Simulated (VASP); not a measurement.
# HfSi2B4 (P6/mmm) in VASP: a series of runs

Runs on HfSi2B4. Level: PBE. Tasks: equation of state.

Program: VASP 6.6.1. These are calculated values, not measurements. Logs are shortened: lines on timing, memory, paths and dates and some standing lists are left out, and cuts for length are marked.

### 1 Starting point

Symmetry: P6/mmm, No. 191, hexagonal system. Conventional cell: a = 3.040 Å, b = 3.040 Å, c = 9.713 Å, α = 90.00°, β = 90.00°, γ = 120.00°. Around Hf (site symmetry 6/mmm) lie 12 B at 2.52 Å. Si (site symmetry 6mm) is surrounded by 6 B at 2.48 Å and 1 Si at 2.58 Å. B (site symmetry 3m) is surrounded by 3 B at 1.76 Å.

The cell was built by a generator and needn't be a form met in nature.

### 2 Equation of state, PBE, 11.10 Å³/atom

File INCAR:

```
SYSTEM = HfSi2B4
  PREC = Accurate
  ENCUT = 520
  EDIFF = 1E-6
  ISMEAR = 0
  SIGMA = 0.1
  LREAL = .FALSE.
  LASPH = .TRUE.
  NELM = 100
  ALGO = Normal
  ISIF = 4
  LWAVE = .FALSE.
  LCHARG = .FALSE.
  GGA = PE
  IBRION = 2
  NSW = 30
  EDIFFG = -0.02
  KPAR = 2
```

File KPOINTS:

```
Automatic mesh
0
G
  12 12 4
  0 0 0
```

File POSCAR:

```
HfSi2B4
1.0
    3.0398670000      0.0000000000      0.0000000000
   -1.5199330000      2.6326020000      0.0000000000
    0.0000000000      0.0000000000      9.7133800000
Hf Si B
1 2 4
Direct
    0.0000000000      0.0000000000      0.0000000000
    0.0000000000      0.0000000000      0.6329080000
    0.0000000000      0.0000000000      0.3670920000
    0.6666670000      0.3333330000      0.1862320000
    0.3333330000      0.6666670000      0.1862320000
    0.3333330000      0.6666670000      0.8137680000
    0.6666670000      0.3333330000      0.8137680000
```

Potentials or basis: VASP PAW PBE potentials, release 64 (Hf_pv, Si, B).

Started as:

```
$ cat potpaw_PBE.64/Hf_pv/POTCAR potpaw_PBE.64/Si/POTCAR potpaw_PBE.64/B/POTCAR > POTCAR
$ mpirun -np 2 vasp_std > vasp.out
```

OUTCAR:

```text
SYSTEM = HfSi2B4
   PREC = Accurate
   ENCUT = 520
   EDIFF = 1E-6
   ISMEAR = 0
   LREAL = .FALSE.
   LASPH = .TRUE.
   NELM = 100
   ISIF = 4
   GGA = PE
   IBRION = 2
   NSW = 30
   EDIFFG = -0.02

 ion  position               nearest neighbor table
   1  0.000  0.000  0.000-   4 2.52   5 2.52   6 2.52   7 2.52   5 2.52   6 2.52   4 2.52   7 2.52
                             4 2.52   7 2.52   5 2.52   6 2.52
   2  0.000  0.000  0.633-   6 2.48   7 2.48   6 2.48   7 2.48   7 2.48   6 2.48   3 2.58
   3  0.000  0.000  0.367-   4 2.48   5 2.48   5 2.48   4 2.48   4 2.48   5 2.48   2 2.58
   4  0.667  0.333  0.186-   5 1.76   5 1.76   5 1.76   3 2.48   3 2.48   3 2.48   1 2.52   1 2.52
                             1 2.52
   5  0.333  0.667  0.186-   4 1.76   4 1.76   4 1.76   3 2.48   3 2.48   3 2.48   1 2.52   1 2.52
                             1 2.52
   6  0.333  0.667  0.814-   7 1.76   7 1.76   7 1.76   2 2.48   2 2.48   2 2.48   1 2.52   1 2.52
                             1 2.52
   7  0.667  0.333  0.814-   6 1.76   6 1.76   6 1.76   2 2.48   2 2.48   2 2.48   1 2.52   1 2.52
                             1 2.52

  LATTYP: Found a hexagonal cell.
 ALAT       =     3.0398670000
 C/A-ratio  =     3.1953305852

  Lattice vectors:

 A1 = (   3.0398670000,   0.0000000000,   0.0000000000)
 A2 = (  -1.5199330000,   2.6326020000,   0.0000000000)
 A3 = (   0.0000000000,   0.0000000000,   9.7133800000)

Analysis of symmetry for initial positions (statically):
=====================================================================
 Subroutine PRICEL returns:
 Original cell was already a primitive cell.

 Routine SETGRP: Setting up the symmetry group for a
 hexagonal supercell.

 Subroutine GETGRP returns: Found 24 space group operations
 (whereof 24 operations were pure point group operations)
 out of a pool of 24 trial point group operations.

The static configuration has the point symmetry D_6h.

Analysis of symmetry for dynamics (positions and initial velocities):
=====================================================================
 Subroutine PRICEL returns:
 Original cell was already a primitive cell.

 Routine SETGRP: Setting up the symmetry group for a
 hexagonal supercell.

 Subroutine GETGRP returns: Found 24 space group operations
 (whereof 24 operations were pure point group operations)
 out of a pool of 24 trial point group operations.

The dynamic configuration has the point symmetry D_6h.

 Subroutine INISYM returns: Found 24 space group operations
 (whereof 24 operations are pure point group operations),
 and found     1 'primitive' translations

----------------------------------------------------------------------------------------

                                     Primitive cell

  volume of cell :      77.7338

  direct lattice vectors                    reciprocal lattice vectors
     3.039867000  0.000000000  0.000000000     0.328961760  0.189926102  0.000000000
    -1.519933000  2.632602000  0.000000000     0.000000000  0.379852329  0.000000000
     0.000000000  0.000000000  9.713380000     0.000000000  0.000000000  0.102950775

  length of vectors
     3.039867000  3.039866710  9.713380000     0.379852292  0.379852329  0.102950775

  position of ions in fractional coordinates (direct lattice)
     0.000000000  0.000000000  0.000000000
     0.000000000  0.000000000  0.632908000
     0.000000000  0.000000000  0.367092000
     0.666667000  0.333333000  0.186232000
     0.333333000  0.666667000  0.186232000
     0.333333000  0.666667000  0.813768000
     0.666667000  0.333333000  0.813768000

  ion indices of the primitive-cell ions
   primitive index   ion index
                 1           1
                 2           2
                 3           3
                 4           4
                 5           5
                 6           6
                 7           7

----------------------------------------------------------------------------------------

 KPOINTS: Automatic mesh

Automatic generation of k-mesh.
 Grid dimensions read from file:
 generate k-points for:   12   12    4

 Generating k-lattice:

  Cartesian coordinates                     Fractional coordinates (reciprocal lattice)
     0.027413480  0.015827175  0.000000000     0.083333333 -0.000000000  0.000000000
     0.000000000  0.031654361  0.000000000     0.000000000  0.083333333  0.000000000
     0.000000000  0.000000000  0.025737694     0.000000000  0.000000000  0.250000000

  Length of vectors
     0.031654358  0.031654361  0.025737694

  Shift w.r.t. Gamma in fractional coordinates (k-lattice)
     0.000000000  0.000000000  0.000000000

 Subroutine IBZKPT returns following result:
 ===========================================

 Found     57 irreducible k-points:

 Following reciprocal coordinates:
            Coordinates               Weight
  0.000000  0.000000  0.000000      1.000000
  0.083333  0.000000  0.000000      6.000000
  0.166667  0.000000  0.000000      6.000000
  0.250000  0.000000  0.000000      6.000000
  0.333333  0.000000  0.000000      6.000000
  0.416667  0.000000  0.000000      6.000000
[... 16 lines left out ...]
  0.250000  0.000000  0.250000     12.000000
  0.333333  0.000000  0.250000     12.000000
 [... further k-points ...]
   k-points           NKPTS =     57   k-points in BZ     NKDIM =     57   number of bands    NBANDS=     19
   number of dos      NEDOS =    301   number of ions     NIONS =      7
   total plane-waves  NPLWV =  41472
   dimension x,y,z NGX =    24 NGY =   24 NGZ =   72
   dimension x,y,z NGXF=    48 NGYF=   48 NGZF=  144
   ions per type =               1   2   4
   NGX,Y,Z   is equivalent  to a cutoff of  13.13, 13.13, 12.32 a.u.
   NGXF,Y,Z  is equivalent  to a cutoff of  26.25, 26.25, 24.65 a.u.
 SYSTEM =  HfSi2B4
   PREC   = accura    normal or accurate (medium, high low for compatibility)
   ISTART =      0    job   : 0-new  1-cont  2-samecut
   ICHARG =      2    charge: 1-file 2-atom 10-const
   ISPIN  =      1    spin polarized calculation?
   LNONCOLLINEAR =      F non collinear calculations
   LSORBIT =      F    spin-orbit coupling
   LASPH  =      T    aspherical Exc in radial PAW
   ENCUT  =  520.0 eV  38.22 Ry    6.18 a.u.   5.65  5.65 18.06*2*pi/ulx,y,z
   NELM   =    100;   NELMIN=  2; NELMDL= -5     # of ELM steps
   EDIFF  = 0.1E-05   stopping-criterion for ELM
   LREAL  =      F    real-space projection
   EDIFFG = -.2E-01   stopping-criterion for IOM
   NSW    =     30    number of steps for IOM
   IBRION =      2    ionic relax: 0-MD 1-quasi-New 2-CG
   NFREE  =      1    steps in history (QN), initial steepest desc. (CG)
   ISIF   =      4    stress and relaxation
   ISYM   =      2    0-nonsym 1-usesym 2-fastsym
   POTIM  = 0.5000    time-step for ionic-motion
   TEBEG  =    0.0;   TEEND  =   0.0 temperature during run
   PSTRESS=    0.0 pullay stress
   NELECT =      30.0000    total number of electrons
   NUPDOWN=      -1.0000    fix difference up-down
   EMIN   =  10.00;   EMAX   =-10.00  energy-range for DOS
   EFERMI =   0.00;   METHOD = LEGACY
   ISMEAR =     0;   SIGMA  =   0.10  broadening in eV -4-tet -1-fermi 0-gaus
   EFERMI_NEDOS =   21; number of points for ismear=-14 and -15
   IALGO  =     38    algorithm
   IMIX   =      4    mixing-type and parameters
     AMIX     =   0.40;   BMIX     =  1.00
     AMIX_MAG =   1.60;   BMIX_MAG =  1.00
  volume/ion in A,a.u.               =      11.10        74.94
  Fermi-wavevector in a.u.,A,eV,Ry     =   1.191915  2.252392 19.329263  1.420661
  Thomas-Fermi vector in A             =   2.327965
   LORBIT       =      0    0 simple, 1 ext, 2 COOP (PROOUT), +10 PAW based schemes
   GGA     = PE    functional components
   LHFCALC =     F    Hartree Fock is set to
   AEXX    =    0.0000 exact exchange contribution
   IVDW    =     0    specifies the selected vdW correction
   LEPSILON=     F    determine dielectric tensor
   LRPA    =     F    only Hartree local field effects (RPA)
 conjugate gradient relaxation of ions
 non-spin polarized calculation
 Gauss-broadening in eV      SIGMA  =   0.10
  energy-cutoff  :      520.00
  volume of cell :       77.73
 maximum number of plane-waves:      2125
 NGX is ok and might be reduce to    24
   NGX = 11   NGY = 11   NGZ = 37

 number of electron      30.0000002 magnetization

 Free energy of the ion-electron system (eV)
  ---------------------------------------------------
  ext. energy  EPLUGINS =         0.00000000
  ---------------------------------------------------
  free energy    TOTEN  =       -47.35529821 eV

  energy without entropy =      -47.34660374  energy(sigma->0) =      -47.35095097

 E-fermi :   7.7875     XC(G=0): -11.5494

 val. band max:        7.7690639050   @ k =   0.1667   0.0833   0.0000
 cond. band min:       7.8232429108   @ k =   0.3333   0.3333   0.2500
 fundamental gap:      0.0541790057
 Fermi energy:         7.7874660592

 k-point     1 :       0.0000    0.0000    0.0000
  band No.  band energies     occupation
      1     -22.9211      2.00000
      2     -22.1544      2.00000
      3     -22.1544      2.00000
      4      -6.6952      2.00000
      5      -5.9607      2.00000
      6      -3.0041      2.00000
[... 11 lines left out ...]
     18      10.5951      0.00000
     19      11.7489      0.00000

 k-point     2 :       0.0833    0.0000    0.0000
  band No.  band energies     occupation
      1     -22.9078      2.00000
      2     -22.2256      2.00000
      3     -22.1698      2.00000
      4      -6.5581      2.00000
      5      -5.8460      2.00000
      6      -2.8423      2.00000
[... 476 lines left out ...]
 k-point    24 :       0.3333    0.0000    0.2500
  band No.  band energies     occupation
      1     -22.9063      2.00000
      2     -22.7697      2.00000
      3     -22.3246      2.00000
      4      -4.5536      2.00000
      5      -4.2385      2.00000
      6      -0.6212      2.00000
[... 11 lines left out ...]
     18      10.6134      0.00000
     19      10.9717      0.00000

 [... further k-points ...]

------------------------ aborting loop because EDIFF is reached ----------------------------------------

  FORCE on cell =-STRESS in cart. coord.  units (eV):
  Direction    XX          YY          ZZ          XY          YZ          ZX
  --------------------------------------------------------------------------------------
  -------------------------------------------------------------------------------------
  Total       -0.0211812     -0.0211812     -0.0211941     -0.0000000     -0.0000000      0.0000000
  in kB       -0.4365665     -0.4365665     -0.4368324     -0.0000001     -0.0000000      0.0000000
  external PRESSURE =      -0.4366552 kB  Pullay stress =       0.0000000 kB

 VOLUME and BASIS-vectors are now :
 -----------------------------------------------------------------------------
  energy-cutoff  :      520.00
  volume of cell :       77.73
      direct lattice vectors                 reciprocal lattice vectors
     3.039867000  0.000000000  0.000000000     0.328961760  0.189926102  0.000000000
    -1.519933000  2.632602000  0.000000000     0.000000000  0.379852329  0.000000000
     0.000000000  0.000000000  9.713380000     0.000000000  0.000000000  0.102950775

 POSITION                                       TOTAL-FORCE (eV/Angst)
 -----------------------------------------------------------------------------------
      0.00000      0.00000      0.00000         0.000000      0.000000     -0.000000
      0.00000      0.00000      6.14768         0.000000      0.000000      0.004438
      0.00000      0.00000      3.56570        -0.000000      0.000000     -0.004438
      1.51994      0.87753      1.80894         0.000000      0.000000     -0.004966
     -0.00000      1.75507      1.80894         0.000000      0.000000     -0.004966
     -0.00000      1.75507      7.90444        -0.000000     -0.000000      0.004966
      1.51994      0.87753      7.90444         0.000000     -0.000000      0.004966
 -----------------------------------------------------------------------------------
    total drift:                                0.000000      0.000000      0.000000

  FREE ENERGIE OF THE ION-ELECTRON SYSTEM (eV)
  ---------------------------------------------------
  free  energy   TOTEN  =       -47.3552982109 eV

  energy  without entropy=      -47.3466037356  energy(sigma->0) =      -47.35095097

 reached required accuracy - stopping structural energy minimisation
```

Run time: 74 s. Hardware: 2 MPI ranks of Intel Xeon Platinum 8375C at 2.90GHz (Ice Lake), shared host; peak memory 0.24 GiB.

Results:

- Free energy: -47.3553 eV
- Pressure: 0.0 GPa
- Largest force: 0.005 eV/Å
- Band gap on the k mesh: none (metal or under the smearing width)

### 3 Equation of state, PBE, 10.77 Å³/atom (volume scaled by 0.97)

INCAR is that of step 2.

KPOINTS is that of step 2.

Changes to POSCAR since step 2:

```diff
@@ -2,5 +2,5 @@
 1.0
-    3.0398670000      0.0000000000      0.0000000000
-   -1.5199330000      2.6326020000      0.0000000000
-    0.0000000000      0.0000000000      9.7133800000
+    3.0091591732      0.0000000000      0.0000000000
+   -1.5045790917      2.6060082424      0.0000000000
+    0.0000000000      0.0000000000      9.6152583420
 Hf Si B
```

Potentials or basis: VASP PAW PBE potentials, release 64 (Hf_pv, Si, B).

Started as:

```
$ cat potpaw_PBE.64/Hf_pv/POTCAR potpaw_PBE.64/Si/POTCAR potpaw_PBE.64/B/POTCAR > POTCAR
$ mpirun -np 2 vasp_std > vasp.out
```

It took 3.1 min on 2 MPI ranks of Intel Xeon Platinum 8375C at 2.90GHz (Ice Lake), shared host; peak memory 0.25 GiB.

The run converged. Its results:

```
Free energy            : -47.3239 eV
Pressure               : 4.3 GPa
Largest force          : 0.008 eV/Å
Band gap on the k mesh : none (metal or under the smearing width)
```

### 4 Equation of state, PBE, 11.44 Å³/atom (volume scaled by 1.03)

INCAR is that of step 3.

KPOINTS is that of step 3.

Changes to POSCAR since step 3:

```diff
@@ -2,5 +2,5 @@
 1.0
-    3.0091591732      0.0000000000      0.0000000000
-   -1.5045790917      2.6060082424      0.0000000000
-    0.0000000000      0.0000000000      9.6152583420
+    3.0699666506      0.0000000000      0.0000000000
+   -1.5349828203      2.6586690616      0.0000000000
+    0.0000000000      0.0000000000      9.8095583341
 Hf Si B
```

Started as:

```
$ cat potpaw_PBE.64/Hf_pv/POTCAR potpaw_PBE.64/Si/POTCAR potpaw_PBE.64/B/POTCAR > POTCAR
$ mpirun -np 2 vasp_std > vasp.out
```

It took 3.4 min on 2 MPI ranks of Intel Xeon Platinum 8375C at 2.90GHz (Ice Lake), shared host; peak memory 0.26 GiB.

The run converged. Its results:

```
Free energy            : -47.3283 eV
Pressure               : -3.7 GPa
Largest force          : 0.015 eV/Å
Band gap on the k mesh : none (metal or under the smearing width)
```

### 5 Equation of state, PBE, 10.44 Å³/atom (volume scaled by 0.94)

INCAR is that of step 4.

KPOINTS is that of step 4.

Changes to POSCAR since step 4:

```diff
@@ -2,5 +2,5 @@
 1.0
-    3.0699666506      0.0000000000      0.0000000000
-   -1.5349828203      2.6586690616      0.0000000000
-    0.0000000000      0.0000000000      9.8095583341
+    2.9778114855      0.0000000000      0.0000000000
+   -1.4889052530      2.5788603490      0.0000000000
+    0.0000000000      0.0000000000      9.5150921167
 Hf Si B
```

Started as:

```
$ cat potpaw_PBE.64/Hf_pv/POTCAR potpaw_PBE.64/Si/POTCAR potpaw_PBE.64/B/POTCAR > POTCAR
$ mpirun -np 2 vasp_std > vasp.out
```

Run time: 3.1 min. Hardware: 2 MPI ranks of Intel Xeon Platinum 8375C at 2.90GHz (Ice Lake), shared host; peak memory 0.25 GiB.

Results (log left out):

```
Free energy            : -47.2257 eV
Pressure               : 9.0 GPa
Largest force          : 0.016 eV/Å
Band gap on the k mesh : none (metal or under the smearing width)
```

### 6 Equation of state, PBE, 11.77 Å³/atom (volume scaled by 1.06)

INCAR is that of step 5.

KPOINTS is that of step 5.

Changes to POSCAR since step 5:

```diff
@@ -2,5 +2,5 @@
 1.0
-    2.9778114855      0.0000000000      0.0000000000
-   -1.4889052530      2.5788603490      0.0000000000
-    0.0000000000      0.0000000000      9.5150921167
+    3.0994873717      0.0000000000      0.0000000000
+   -1.5497431760      2.6842347555      0.0000000000
+    0.0000000000      0.0000000000      9.9038867971
 Hf Si B
```

Potentials or basis: VASP PAW PBE potentials, release 64 (Hf_pv, Si, B).

Started as:

```
$ cat potpaw_PBE.64/Hf_pv/POTCAR potpaw_PBE.64/Si/POTCAR potpaw_PBE.64/B/POTCAR > POTCAR
$ mpirun -np 2 vasp_std > vasp.out
```

Run time: 4.6 min. Hardware: 2 MPI ranks of Intel Xeon Platinum 8375C at 2.90GHz (Ice Lake), shared host; peak memory 0.26 GiB.

Results (log left out):

```
Free energy            : -47.2523 eV
Pressure               : -6.6 GPa
Largest force          : 0.018 eV/Å
Band gap on the k mesh : none (metal or under the smearing width)
```

### 7 Equation of state, PBE, 10.11 Å³/atom (volume scaled by 0.91)

INCAR is that of step 6.

KPOINTS is that of step 6.

Changes to POSCAR since step 6:

```diff
@@ -2,5 +2,5 @@
 1.0
-    3.0994873717      0.0000000000      0.0000000000
-   -1.5497431760      2.6842347555      0.0000000000
-    0.0000000000      0.0000000000      9.9038867971
+    2.9457895254      0.0000000000      0.0000000000
+   -1.4728942782      2.5511285185      0.0000000000
+    0.0000000000      0.0000000000      9.4127713681
 Hf Si B
```

Started as:

```
$ cat potpaw_PBE.64/Hf_pv/POTCAR potpaw_PBE.64/Si/POTCAR potpaw_PBE.64/B/POTCAR > POTCAR
$ mpirun -np 2 vasp_std > vasp.out
```

Run time: 4.7 min. Hardware: 2 MPI ranks of Intel Xeon Platinum 8375C at 2.90GHz (Ice Lake), shared host; peak memory 0.24 GiB.

It converged, with:

```
Free energy            : -47.0518 eV
Pressure               : 14.9 GPa
Largest force          : 0.007 eV/Å
Band gap on the k mesh : none (metal or under the smearing width)
```

### 8 Equation of state, PBE, 12.10 Å³/atom (volume scaled by 1.09)

INCAR is that of step 7.

KPOINTS is that of step 7.

Changes to POSCAR since step 7:

```diff
@@ -2,5 +2,5 @@
 1.0
-    2.9457895254      0.0000000000      0.0000000000
-   -1.4728942782      2.5511285185      0.0000000000
-    0.0000000000      0.0000000000      9.4127713681
+    3.1284562224      0.0000000000      0.0000000000
+   -1.5642275966      2.7093225158      0.0000000000
+    0.0000000000      0.0000000000      9.9964518519
 Hf Si B
```

Started as:

```
$ cat potpaw_PBE.64/Hf_pv/POTCAR potpaw_PBE.64/Si/POTCAR potpaw_PBE.64/B/POTCAR > POTCAR
$ mpirun -np 2 vasp_std > vasp.out
```

Wall time 7.7 min (2 MPI ranks of Intel Xeon Platinum 8375C at 2.90GHz (Ice Lake), shared host); peak memory 0.26 GiB.

The run converged. Its results:

```
Free energy            : -47.1413 eV
Pressure               : -8.3 GPa
Largest force          : 0.005 eV/Å
Band gap on the k mesh : none (metal or under the smearing width)
```
